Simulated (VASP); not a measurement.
Take InSb (zinc blende), without spin-orbit terms, in VASP with PAW potentials, and its band gap.  mBJ is a potential without an energy functional, so only the levels count.

### Question
One run gives 0 (metallic) eV. Which level is it?
A) HSE06 (PBE cell)
B) SCAN (own cell)
C) mBJ (TB09) (PBE cell)

### Answer
B, SCAN (own cell).  The others give 0.06 (HSE06 (PBE cell)), 0.10 (mBJ (TB09) (PBE cell)).

Only levels that ran to the end are used. Left out are those held back, those with too coarse a band path, GW runs whose mesh misses a band edge, hybrids' fits of cells that aren't cubic and levels without matching references; a question may draw on a part of the rest.

The compound is InSb in the zinc blende structure.
